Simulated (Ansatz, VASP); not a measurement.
# Si in VASP and in Ansatz

INCAR

```
PREC     = Accurate       # precision mode
ENCUT    = 520            # plane-wave cutoff, eV
EDIFF    = 1E-6           # SCF threshold, eV
ISMEAR   = 0              # smearing method
SIGMA    = 0.15           # smearing width, eV
LREAL    = F              # projectors in reciprocal space
LASPH    = T              # aspherical terms in the spheres
NELM     = 100            # most SCF steps
ALGO     = Normal         # electronic algorithm
ISIF     = 2              # what is computed and relaxed
LWAVE    = F              # write WAVECAR
LCHARG   = T              # write CHGCAR
LELF     = T              # ELF
LVHAR    = T            
NBANDS   = 8              # bands
```

Contents of KPOINTS:

```
regular mesh
0
Gamma
  22 22 22
```

The input POSCAR:

```
Si
1.0
   -1.8403661688      1.4134636912      1.3203298500
    1.8403661688     -1.4134636912      1.3203298500
    1.8403661688      1.4134636912     -1.3203298500
Si
1
Direct
    0.0000000000      0.0000000000      0.0000000000
```

Input for Ansatz:

```yaml
crystal:
  lattice:
    - [-1.8403661688, 1.4134636912, 1.32032985]
    - [1.8403661688, -1.4134636912, 1.32032985]
    - [1.8403661688, 1.4134636912, -1.32032985]
  atoms:
    - { symbol: Si, position: [0.0, 0.0, 0.0] }
basis:
  ecutwfc: 420
kpoints:
  mp_grid: { grid: [22, 22, 22] }
hamiltonian:
  xc: lda
scf:
  occupations: { method: gaussian, width: 0.15 }
output:
  forces: true
  stress: true
  eigenvalues: true
```

Change from the starting cell: strain +0.1312 x Voigt [1, -1, 0, 0, 0, 0], atoms carried along.

Alike in both runs: task single point; functional LDA; k mesh 22 × 22 × 22; occupations gaussian, width 0.15 eV; no spin polarisation.

```csv
,VASP,Ansatz
version,VASP 6.6.1,Ansatz 0.2.0
potentials or method,"VASP PAW LDA potentials, release 64 (Si)","scalar-relativistic, plane waves, PAW"
plane-wave cutoff (eV),520,420
valence electrons in the cell,4,4
```

|  | VASP | Ansatz | Ansatz less VASP |
| --- | --- | --- | --- |
| gap on the k mesh at the Fermi level (eV) | none | none | - |
| pressure (GPa) | 1.4 | 1.3 | -0.07 |
| largest component of the traceless stress (GPa) | 1.13 | 1.12 | -0.011 |

A gap of «none» marks a metal or a gap that the smearing closes.
